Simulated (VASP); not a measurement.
Output of a VASP run:

### OSZICAR
```
       N       E                     dE             d eps       ncg     rms          rms(c)
DAV:   1     0.229973010742E+03    0.22997E+03   -0.16475E+04   924   0.137E+03
DAV:   2     0.103893971693E+01   -0.22893E+03   -0.22389E+03  1032   0.334E+02
DAV:   3    -0.116522388869E+02   -0.12691E+02   -0.12649E+02  1116   0.786E+01
DAV:   4    -0.117657446396E+02   -0.11351E+00   -0.11349E+00   996   0.728E+00
DAV:   5    -0.117667950362E+02   -0.10504E-02   -0.10504E-02  1134   0.642E-01    0.770E+00
DAV:   6    -0.110135411236E+02    0.75325E+00   -0.17282E+00  1060   0.122E+01    0.614E+00
DAV:   7    -0.109833296269E+02    0.30211E-01   -0.53020E-01  1032   0.398E+00    0.260E+00
DAV:   8    -0.109831533010E+02    0.17633E-03   -0.51415E-02  1002   0.247E+00    0.336E-01
DAV:   9    -0.109829845338E+02    0.16877E-03   -0.85367E-03  1056   0.111E+00    0.102E-01
DAV:  10    -0.109831759284E+02   -0.19139E-03   -0.90909E-04  1002   0.340E-01    0.766E-02
DAV:  11    -0.109833027326E+02   -0.12680E-03   -0.32723E-04   984   0.120E-01    0.243E-02
DAV:  12    -0.109832702970E+02    0.32436E-04   -0.11856E-04  1094   0.105E-01    0.681E-03
DAV:  13    -0.109832736116E+02   -0.33146E-05   -0.20553E-05   990   0.231E-02    0.798E-03
DAV:  14    -0.109832732354E+02    0.37623E-06   -0.90077E-07  1086   0.455E-03    0.402E-03
DAV:  15    -0.109832735514E+02   -0.31600E-06   -0.39280E-07  1008   0.268E-03    0.920E-04
DAV:  16    -0.109832734968E+02    0.54592E-07   -0.15253E-08   600   0.874E-04
   1 F= -.10983273E+02 E0= -.10983273E+02  d E =-.173441E-11
```

**OUTCAR**
```
------------------------ aborting loop because EDIFF is reached ----------------------------------------
  FORCE on cell =-STRESS in cart. coord.  units (eV):
  Direction    XX          YY          ZZ          XY          YZ          ZX
  --------------------------------------------------------------------------------------
  Total       -0.7302416     -0.7302415     -0.7272469      0.0000000      0.0000000      0.0000000
  in kB       -9.5628313     -9.5628300     -9.5236138      0.0000000      0.0000000      0.0000000
  external PRESSURE =      -9.5497584 kB  Pullay stress =       0.0000000 kB
  volume of cell :      122.35
      direct lattice vectors                 reciprocal lattice vectors
     2.212224337 -3.831684698  0.000000000     0.226016861 -0.130490904  0.000000000
     2.212224337  3.831684698  0.000000000     0.226016861  0.130490904  0.000000000
     0.000000000  0.000000000  7.216751297     0.000000000  0.000000000  0.138566504
  FREE ENERGIE OF THE ION-ELECTRON SYSTEM (eV)
  ---------------------------------------------------
  free  energy   TOTEN  =       -10.9832734968 eV

  energy  without entropy=      -10.9832734968  energy(sigma->0) =      -10.98327350
```
(Selected blocks of OUTCAR.)

File POSCAR:
```
CdSe
1
    2.2122243372    -3.8316846978     0.0000000000
    2.2122243372     3.8316846978     0.0000000000
    0.0000000000     0.0000000000     7.2167512968
Cd Se
2 2
Direct
  0.6666670000   0.3333330000   0.5000443960
  0.3333330000   0.6666670000   0.0000443960
  0.6666670000   0.3333330000   0.8759556040
  0.3333330000   0.6666670000   0.3759556040
```

Reconstruct the remaining input files.

One answer among several that fit: the input of the run itself, PBE GGA, plane waves, VASP's PBE PAW potentials (set 64).

INCAR:
```
ALGO = Normal
EDIFF = 1E-7
ENCUT = 480
GGA = PE
ISIF = 2
ISMEAR = 0
LASPH = .TRUE.
LCHARG = .FALSE.
LMAXMIX = 4
LREAL = .FALSE.
LWAVE = .FALSE.
NELM = 100
PREC = Accurate
SIGMA = 0.05
SYSTEM = CdSe
```

**KPOINTS**
```
Regular mesh
0
gamma
  6 6 4
```

POTCAR, in this order: Cd Se (PBE.64 set). Program: vasp_std.

The compound is CdSe in the wurtzite structure. This cell was strained or had an atom moved on purpose.
